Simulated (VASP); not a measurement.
Given:

```
P
1.0
   -1.50473     1.50473     1.50473
    1.50473    -1.50473     1.50473
    1.50473     1.50473    -1.50473
P
1
Cartesian
  0.00000   0.00000   0.00000
```

All values below come from PBEsol GGA, VASP's PBE PAW potentials (set 64) (plane waves; VASP 6.6.1). Run with 400 eV cut-off, Gaussian smearing of 0.050 eV, potentials P.

### Question
Give the energies of bands 1 to 5 at the high-symmetry points, in eV from the Fermi level.

### Answer

```csv
band,Γ,H,N,P
1,-16.92,-3.83,-10.10,-7.68
2,7.62,-2.72,-8.25,-4.49
3,7.62,-2.72,2.62,-4.49
4,7.62,-2.72,5.51,-4.49
5,12.16,2.13,7.32,19.02
```

It has no gap at this level: it comes out as a metal or semimetal.

The structure was generated: P was put into the bcc type (Im-3m), which need not be its known phase. It was relaxed first, which changed the volume by -7 %.
